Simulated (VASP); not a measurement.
Consider the following.

```xyz
5
Lattice="3.9556 0.0000 0.0000 0.0000 3.9556 0.0000 0.0000 0.0000 3.9556" Properties=species:S:1:pos:R:3 pbc="T T T"
K      0.0000     0.0000     0.0000
Ta     1.9778     1.9778     1.9778
O      1.9778     0.0000     1.9778
O      0.0000     1.9778     1.9778
O      1.9778     1.9778     0.0000
```

Level of theory: r2SCAN meta-GGA, VASP's PBE PAW potentials (set 64) (plane waves; VASP). Numerical set-up: 520 eV cut-off, 6×6×6 Γ-centred mesh, Gaussian smearing of 0.050 eV, potentials K_sv Ta_pv O.

**Question.** Give the stress tensor in GPa (positive for a compressed cell).

**Answer.** 
```
6.83  0.00  0.00
0.00  6.83  0.00
0.00  0.00  6.83
```
The pressure is its mean diagonal, 6.83 GPa.

The compound is KTaO3 in the cubic perovskite structure. This cell is one point of a volume scan, at 0.97 of the reference volume.
